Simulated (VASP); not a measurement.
A run of VASP 6.6.1 is set up as follows.

Contents of INCAR:

```
  PREC = Accurate
  ENCUT = 600
  EDIFF = 1E-7
  ISMEAR = 0
  SIGMA = 0.03
  LREAL = False
  LASPH = True
  NELM = 80
  ALGO = Normal
  ISIF = 3
  LWAVE = False
  LCHARG = False
  GGA = PS
  IBRION = 2
  NSW = 90
  EDIFFG = -0.005
```

Contents of KPOINTS:

```
Automatic mesh
0
Gamma
  9 9 4
```

The input POSCAR:

```
Y2CF2                                   
1.0
    3.6240828143     -0.0000000000     -0.0000000000
   -1.8120414071      3.1385477851     -0.0000000000
   -0.0000000000     -0.0000000000      6.3201399556
  Y               C               F             
     2     1     2
Direct
     0.3333333300000021    0.6666666699999979    0.2131747278015106
     0.6666666699999979    0.3333333300000021    0.7868252721984894
     0.0000000000000000    0.0000000000000000    0.0000000000000000
     0.3333333300000021    0.6666666699999979    0.6142623401281440
     0.6666666699999979    0.3333333300000021    0.3857376598718560
```

Potentials or basis: VASP PAW PBE potentials, release 64 (Y_sv, C, F).

Launch:

```bash
$ cat potpaw_PBE.64/Y_sv/POTCAR potpaw_PBE.64/C/POTCAR potpaw_PBE.64/F/POTCAR > POTCAR
$ mpirun -np 1 vasp_std > vasp.out
```

What does it give for the space group after relaxing (to 0.05 Å)?

P-3m1 (No. 164).

What does it give for the band gap on the k mesh?

1.10 eV, indirect (least direct gap 1.25 eV).

Predict the relaxed volume.

14.39 Å³/atom.

What does it give for the relaxed cell?

a = 3.625 Å, b = 3.625 Å, c = 6.321 Å, α = 90.00°, β = 90.00°, γ = 120.00°.

Forces in eV/Å, atoms in the order of the input:
```
Y    0.000  0.000 -0.001
Y    0.000  0.000  0.001
C    0.000  0.000  0.000
F    0.000  0.000  0.004
F    0.000  0.000 -0.004
```

Caveat: the PAW data sets were made with another functional, which shifts forces and pressure a little; an odd mesh through Γ misses points on the zone boundary, where band edges often lie. As with any semilocal functional, this PBEsol gap is likely too small.
